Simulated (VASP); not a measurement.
Here is the system:

```
CELL_PARAMETERS angstrom
      0.00000     3.25000     3.25000
      3.25000     0.00000     3.25000
      3.25000     3.25000     0.00000
ATOMIC_POSITIONS crystal
  Ag 0.00000 0.00000 0.00000
  I  0.25000 0.25000 0.25000
```

Computed with PBE GGA with D3 dispersion (zero damping), VASP's PBE PAW potentials (set 64) (plane waves; VASP). Run with 520 eV cut-off, Gaussian smearing of 0.050 eV, potentials Ag I.

Unless said otherwise, spin-orbit coupling is left out, though it shifts the bands of the heavy elements here.

Task: Estimate the band gap (along the path) with the smallest direct gap where there is one.

Result: 
* **band gap (along the path)**: 1.34 eV
* **smallest direct gap (along the path)**: 1.34 eV

Only differences to runs with the same potentials and settings are physical.

The compound is AgI in the zinc blende structure, whereas wurtzite is the usual form. The cell was not relaxed at this level.
